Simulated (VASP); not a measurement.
Method: PBE GGA, VASP's PBE PAW potentials (set 64) (plane waves; VASP).

A VASP calculation is set up with these files.

KPOINTS:
```
Automatic mesh
0
Gamma
4 4 4
0 0 0
```

File POSCAR:
```
Al3InSb4
1
    6.3279178956     0.0000000000     0.0000000000
    0.0000000000     6.3279178956     0.0000000000
    0.0000000000     0.0000000000     6.3279178956
In Sb Al
1 4 3
Direct
  1.0000000000   0.0000000000   0.0000000000
  0.2583111914   0.2583111914   0.2583111914
  0.7416888086   0.7416888086   0.2583111914
  0.7416888086   0.2583111914   0.7416888086
  0.2583111914   0.7416888086   0.7416888086
  0.5000000000   0.5000000000   0.0000000000
  0.5000000000   0.0000000000   0.5000000000
  1.0000000000   0.5000000000   0.5000000000
```

### INCAR
```
ALGO  =  Normal
EDIFF  =  1E-6
ENCUT  =  400
GGA  =  PE
ISMEAR  =  0
LASPH  =  T
LCHARG  =  F
LMAXMIX  =  4
LREAL  =  F
LWAVE  =  T
NELM  =  100
PREC  =  Accurate
SIGMA  =  0.05
SYSTEM  =  Al3InSb4
```

POTCAR, in this order: In_d Sb Al (PBE.64 set). Program: vasp_std.

What VASP printed:

**OUTCAR**
```
 ion  position               nearest neighbor table
   1  0.000  0.000  0.000-   2 2.83   3 2.83   4 2.83   5 2.83
   2  0.258  0.258  0.258-   6 2.71   7 2.71   8 2.71   1 2.83
   3  0.742  0.742  0.258-   6 2.71   7 2.71   8 2.71   1 2.83
   4  0.742  0.258  0.742-   6 2.71   7 2.71   8 2.71   1 2.83
   5  0.258  0.742  0.742-   6 2.71   7 2.71   8 2.71   1 2.83
   6  0.500  0.500  0.000-   2 2.71   3 2.71   4 2.71   5 2.71
   7  0.500  0.000  0.500-   2 2.71   3 2.71   4 2.71   5 2.71
   8  0.000  0.500  0.500-   2 2.71   3 2.71   4 2.71   5 2.71
  LATTYP: Found a simple cubic cell.
 ALAT       =     6.3279178956
 Subroutine PRICEL returns:
 Original cell was already a primitive cell.
 Subroutine GETGRP returns: Found 24 space group operations
The static configuration has the point symmetry T_d .
The dynamic configuration has the point symmetry T_d .
 Subroutine INISYM returns: Found 24 space group operations
 Subroutine IBZKPT returns following result:
 Found     10 irreducible k-points:

 Following reciprocal coordinates:
            Coordinates               Weight
  0.000000  0.000000  0.000000      1.000000
  0.250000  0.000000  0.000000      6.000000
  0.500000  0.000000  0.000000      3.000000
...
```

File OSZICAR:
```
       N       E                     dE             d eps       ncg     rms          rms(c)
DAV:   1     0.217724114015E+03    0.21772E+03   -0.13296E+04   520   0.109E+03
DAV:   2    -0.104664491902E+02   -0.22819E+03   -0.22485E+03   582   0.251E+02
DAV:   3    -0.312720037352E+02   -0.20806E+02   -0.20668E+02   688   0.857E+01
DAV:   4    -0.318371933361E+02   -0.56519E+00   -0.56378E+00   628   0.171E+01
DAV:   5    -0.318609270063E+02   -0.23734E-01   -0.23729E-01   814   0.333E+00    0.693E+00
DAV:   6    -0.315768399972E+02    0.28409E+00   -0.49732E-01   732   0.603E+00    0.431E+00
DAV:   7    -0.315154212799E+02    0.61419E-01   -0.38115E-01   662   0.348E+00    0.847E-01
DAV:   8    -0.315159788804E+02   -0.55760E-03   -0.38193E-02   712   0.166E+00    0.529E-01
DAV:   9    -0.315183401476E+02   -0.23613E-02   -0.54732E-03   598   0.527E-01    0.723E-02
DAV:  10    -0.315183691818E+02   -0.29034E-04   -0.32430E-04   768   0.191E-01    0.663E-02
DAV:  11    -0.315184991121E+02   -0.12993E-03   -0.16990E-04   578   0.661E-02    0.215E-02
DAV:  12    -0.315185203165E+02   -0.21204E-04   -0.20675E-05   664   0.267E-02    0.129E-02
DAV:  13    -0.315185239077E+02   -0.35912E-05   -0.81690E-06   568   0.150E-02    0.452E-03
DAV:  14    -0.315185238649E+02    0.42877E-07   -0.16083E-07   424   0.272E-03
   1 F= -.31518524E+02 E0= -.31518524E+02  d E =-.168158E-10
```

File OUTCAR:
```
------------------------ aborting loop because EDIFF is reached ----------------------------------------
  FORCE on cell =-STRESS in cart. coord.  units (eV):
  Direction    XX          YY          ZZ          XY          YZ          ZX
  --------------------------------------------------------------------------------------
  Total       -0.0625236     -0.0625236     -0.0625236      0.0000000      0.0000000      0.0000000
  in kB       -0.3953411     -0.3953411     -0.3953411      0.0000000      0.0000000      0.0000000
  external PRESSURE =      -0.3953411 kB  Pullay stress =       0.0000000 kB
  volume of cell :      253.39
      direct lattice vectors                 reciprocal lattice vectors
     6.327917896  0.000000000  0.000000000     0.158029863  0.000000000  0.000000000
     0.000000000  6.327917896  0.000000000     0.000000000  0.158029863  0.000000000
     0.000000000  0.000000000  6.327917896     0.000000000  0.000000000  0.158029863
 POSITION                                       TOTAL-FORCE (eV/Angst)
 -----------------------------------------------------------------------------------
      0.00000      0.00000      0.00000        -0.000000      0.000000      0.000000
      1.63457      1.63457      1.63457         0.005989      0.005989      0.005989
      4.69335      4.69335      1.63457        -0.005989     -0.005989      0.005989
      4.69335      1.63457      4.69335        -0.005989      0.005989     -0.005989
      1.63457      4.69335      4.69335         0.005989     -0.005989     -0.005989
      3.16396      3.16396      0.00000        -0.000000      0.000000      0.000000
      3.16396      0.00000      3.16396        -0.000000      0.000000      0.000000
      0.00000      3.16396      3.16396        -0.000000      0.000000      0.000000
 -----------------------------------------------------------------------------------
    total drift:                               -0.000000     -0.000000     -0.000000
  FREE ENERGIE OF THE ION-ELECTRON SYSTEM (eV)
  ---------------------------------------------------
  free  energy   TOTEN  =       -31.5185238649 eV

  energy  without entropy=      -31.5185238648  energy(sigma->0) =      -31.51852386
```
(Selected blocks of OUTCAR.)

The structure was generated: Al3InSb4 was put into an ordered model structure (P-43m), which need not be its known phase. It was relaxed first, which changed the volume by +5 %.
